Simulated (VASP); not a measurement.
An input for Quantum ESPRESSO's pw.x (written as the equivalent of a VASP run, and not itself run):

```
&CONTROL
  calculation = 'vc-relax'
  pseudo_dir = './pseudo'
  outdir = './out'
  tprnfor = .true.
  tstress = .true.
  nstep = 40
  forc_conv_thr = 0.00078
/
&SYSTEM
  ibrav = 0
  nat = 2
  ntyp = 2
  ecutwfc = 84
  occupations = 'smearing'
  smearing = 'gaussian'
  degauss = 0.003675
  input_dft = 'pbesol'
/
&ELECTRONS
  conv_thr = 7.3e-08
  electron_maxstep = 100
/
&IONS
/
&CELL
/
ATOMIC_SPECIES
  Sr 87.620 Sr.upf
  O 15.999 O.upf
CELL_PARAMETERS angstrom
    -0.0000000    2.5674531    2.5674531
     2.5674531   -0.0000000    2.5674531
     2.5674531    2.5674531    0.0000000
ATOMIC_POSITIONS crystal
  Sr   1.0000000  0.0000000  1.0000000
  O    0.5000000  0.5000000  0.5000000
K_POINTS automatic
  9 9 9 0 0 0
```

Problem. Translate this input to VASP (INCAR, KPOINTS, POSCAR, choice of POTCAR).

Solution. One answer among several that fit: 
**INCAR**
```
LMAXMIX = 4
SYSTEM = SrO
GGA = PS
ALGO = Normal   ! blocked Davidson
NSW = 40   ! most ionic steps
ISMEAR = 0   ! Gaussian
ENCUT = 620   ! plane-wave cut-off (eV)
EDIFFG = -0.02   ! ionic stop
LWAVE = F
PREC = Accurate
LASPH = T   ! aspherical one-centre terms
NELM = 100
SIGMA = 0.05   ! width (eV)
EDIFF = 1E-6
LCHARG = F
IBRION = 2
LREAL = F
ISIF = 3   ! ions, shape and volume
```

**KPOINTS**
```
Regular mesh
0
gamma
  9 9 9
0 0 0
```

**POSCAR**
```
SrO
1
   -0.0000000000     2.5674530687     2.5674530687
    2.5674530687    -0.0000000000     2.5674530687
    2.5674530687     2.5674530687     0.0000000000
Sr O
1 1
Direct
  1.0000000000   0.0000000000   1.0000000000
  0.5000000000   0.5000000000   0.5000000000
```

POTCAR, in this order: Sr_sv O (PBE.64 set). Program: vasp_std.

What does not carry over: the potentials are each code's own (VASP's PAW set, PseudoDojo norm-conserving files in pw.x), so ENCUT and ecutwfc are chosen apart and not converted; conv_thr bounds pw.x's estimated SCF error, while EDIFF bounds the energy change between steps; forc_conv_thr acts on force components and is met together with etot_conv_thr.

The structure was generated: SrO was put into the rock salt type (Fm-3m), which need not be its known phase. It was relaxed first, which changed the volume by -24 %.
